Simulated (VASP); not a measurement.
A cell of Ho (hcp) near equilibrium:

```
CELL_PARAMETERS angstrom
      1.80496    -3.12629     0.00000
      1.80496     3.12629     0.00000
      0.00000     0.00000     5.55444
ATOMIC_POSITIONS crystal
  Ho 0.33333 0.66667 0.25000
  Ho 0.66667 0.33333 0.75000
```

Computed with r2SCAN meta-GGA, VASP's PBE PAW potentials (set 64) (plane waves; VASP).

The 4f electrons are frozen in the core of the lanthanide potential, so 4f levels, which can set the real gap, and their magnetism are missing.

| run | ΔE (meV/atom) | σxx | σyy | σzz | largest shear component, with its sign (GPa) | largest force (eV/Å) |
|---|---|---|---|---|---|---|
| as it is | 0.0 | 0.14 | 0.14 | 0.17 | 0.00 | 0.000 |
| after one change | 0.7 | 0.14 | 0.14 | 0.19 | 0.00 | 0.118 |
Stress is in GPa, positive when the cell is compressed.

Q: Which change was made?
A. uniaxial strain of -1.0 % along z
B. isotropic strain of +1.0 %
C. atom 2 (Ho) moved by -0.150 Å along z
D. atom 1 (Ho) moved by -0.025 Å along z

A: D, atom 1 (Ho) moved by -0.025 Å along z

The compound is Ho in the hcp structure.
